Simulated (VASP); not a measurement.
Input:

```yaml
crystal:
  lattice:
    - [0.00000, 2.17764, 2.17764]
    - [2.17764, 0.00000, 2.17764]
    - [2.17764, 2.17764, 0.00000]
  atoms:
    - { symbol: Nb, position: [0.00000, 0.00000, 0.00000] }
    - { symbol: N, position: [0.50000, 0.50000, 0.50000] }
```

Level of theory: LDA (Ceperley-Alder, Perdew-Zunger), VASP's LDA PAW potentials (set 64) (plane waves; VASP). Settings: 520 eV cut-off, 13×13×13 Γ-centred mesh, first-order Methfessel-Paxton smearing of 0.10 eV, potentials Nb_sv N.

Question: Predict the energy per atom (σ→0), band gap (on the k-mesh) with the smallest direct gap where there is one.

Answer: 
* **band gap (on the k-mesh)**: none (metal, semimetal or under 0.01 eV)
* **energy per atom (σ→0)**: -11.425 eV/atom

Total energies compare only between runs with the same potentials, cut-off and functional.

The compound is NbN in the rock salt structure, the cubic δ form, which competes with hexagonal ones. It was relaxed first. The start is the result of an earlier pass. VASP warned that the highest band is occupied, so more bands are needed.
